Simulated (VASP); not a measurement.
Computed with PBEsol GGA, VASP's PBE PAW potentials (set 64) (plane waves; VASP).

Input for VASP

### INCAR
```
ALGO = Normal
ISIF = 2   # forces and stress, cell fixed
ENCUT = 520   # plane-wave cut-off (eV)
GGA = PS
EDIFF = 1E-7   # SCF stop (eV)
SYSTEM = SrCl2
LASPH = .True.
LMAXMIX = 4   # l cut-off of mixed one-centre charges
LREAL = .False.
PREC = Accurate
ISMEAR = 0   # Gaussian
NELM = 100
LCHARG = .False.
LWAVE = .False.
SIGMA = 0.05   # width (eV)
```

KPOINTS:
```
Automatic mesh
0
Gamma
6 6 6
0 0 0
```

File POSCAR:
```
SrCl2
1
    0.0000000000     3.4946773534     3.4946773534
    3.4946773534     0.0000000000     3.4946773534
    3.4946773534     3.4946773534     0.0000000000
Sr Cl
1 2
Direct
  0.0000000000   0.0000000000   0.0000000000
  0.2500000000   0.2500000000   0.2500000000
  0.7500000000   0.7500000000   0.7500000000
```

POTCAR, in this order: Sr_sv Cl (PBE.64 set). Program: vasp_std.

The run wrote:

### OSZICAR
```
       N       E                     dE             d eps       ncg     rms          rms(c)
DAV:   1     0.149066465219E+03    0.14907E+03   -0.11648E+04   512   0.134E+03
DAV:   2    -0.434488650431E+01   -0.15341E+03   -0.15057E+03   664   0.247E+02
DAV:   3    -0.132857102634E+02   -0.89408E+01   -0.89323E+01   736   0.639E+01
DAV:   4    -0.135577360587E+02   -0.27203E+00   -0.27198E+00   896   0.878E+00
DAV:   5    -0.135593594015E+02   -0.16233E-02   -0.16233E-02   712   0.723E-01    0.138E+01
DAV:   6    -0.133244982736E+02    0.23486E+00   -0.61195E-01   704   0.449E+00    0.878E+00
DAV:   7    -0.133291532495E+02   -0.46550E-02   -0.35802E-01   776   0.387E+00    0.156E+00
DAV:   8    -0.133308854218E+02   -0.17322E-02   -0.52762E-02   616   0.134E+00    0.272E-01
DAV:   9    -0.133326886501E+02   -0.18032E-02   -0.20485E-03   728   0.289E-01    0.997E-02
DAV:  10    -0.133338922898E+02   -0.12036E-02   -0.10954E-03   592   0.187E-01    0.328E-02
DAV:  11    -0.133340145112E+02   -0.12222E-03   -0.14957E-04   704   0.622E-02    0.337E-02
DAV:  12    -0.133340277303E+02   -0.13219E-04   -0.22109E-05   648   0.245E-02    0.671E-03
DAV:  13    -0.133340305808E+02   -0.28505E-05   -0.56850E-06   704   0.126E-02    0.380E-03
DAV:  14    -0.133340307693E+02   -0.18843E-06   -0.83300E-07   592   0.517E-03    0.297E-03
DAV:  15    -0.133340307760E+02   -0.66907E-08   -0.36069E-08   616   0.128E-03
   1 F= -.13334031E+02 E0= -.13334031E+02  d E =-.495522E-16
```

OUTCAR:
```
------------------------ aborting loop because EDIFF is reached ----------------------------------------
  FORCE on cell =-STRESS in cart. coord.  units (eV):
  Direction    XX          YY          ZZ          XY          YZ          ZX
  --------------------------------------------------------------------------------------
  Total       -0.5950556     -0.5950556     -0.5950556      0.0000000      0.0000000      0.0000000
  in kB      -11.1690667    -11.1690667    -11.1690667      0.0000000      0.0000000      0.0000000
  external PRESSURE =     -11.1690667 kB  Pullay stress =       0.0000000 kB
  volume of cell :       85.36
      direct lattice vectors                 reciprocal lattice vectors
     0.000000000  3.494677353  3.494677353    -0.143074725  0.143074725  0.143074725
     3.494677353  0.000000000  3.494677353     0.143074725 -0.143074725  0.143074725
     3.494677353  3.494677353  0.000000000     0.143074725  0.143074725 -0.143074725
 POSITION                                       TOTAL-FORCE (eV/Angst)
 -----------------------------------------------------------------------------------
      0.00000      0.00000      0.00000         0.000000      0.000000     -0.000000
      1.74734      1.74734      1.74734         0.000000      0.000000      0.000000
      5.24202      5.24202      5.24202        -0.000000     -0.000000     -0.000000
 -----------------------------------------------------------------------------------
    total drift:                               -0.000000     -0.000000      0.000000
  FREE ENERGIE OF THE ION-ELECTRON SYSTEM (eV)
  ---------------------------------------------------
  free  energy   TOTEN  =       -13.3340307760 eV

  energy  without entropy=      -13.3340307760  energy(sigma->0) =      -13.33403078
```
(Selected blocks of OUTCAR.)

The compound is SrCl2 in the fluorite structure. This cell is one point of a volume scan, at 1.03 of the reference volume.
